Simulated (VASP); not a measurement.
Computed with PBE GGA, VASP's PBE PAW potentials (set 64) (plane waves; VASP 6.6.1).

A VASP calculation is set up with these files.

File POSCAR:
```
Bi atom
1
   12.0000000000     0.0000000000     0.0000000000
    0.0000000000    12.5000000000     0.0000000000
    0.0000000000     0.0000000000    13.0000000000
Bi
1
Direct
  0.0000000000   0.0000000000   0.0000000000
```

**KPOINTS**
```
Automatic mesh
0
Gamma
  1 1 1
0 0 0
```

INCAR:
```
ALGO=All
EDIFF=1E-6
ENCUT=520
GGA=PE
ISMEAR=0
ISPIN=2
ISYM=0
LASPH=.TRUE.
LCHARG=.FALSE.
LMAXMIX=4
LORBIT=10
LREAL=.FALSE.
LWAVE=.FALSE.
MAGMOM=3
NELM=200
NUPDOWN=3
PREC=Normal
SIGMA=0.01
SYSTEM=Bi atom
```

POTCAR, in this order: Bi_d (PBE.64 set). Program: vasp_gam. Read from the step before: WAVECAR.

What will the output report for the number of irreducible k-points (NKPTS), largest plane-wave count, FFT grid (NGX, NGY, NGZ)?

```json
{
 "number of irreducible k-points (NKPTS)": "1",
 "largest_plane_wave_count": "26244",
 "FFT grid (NGX, NGY, NGZ)": "70 × 70 × 80"
}
```

The cell is a free atom in a box.
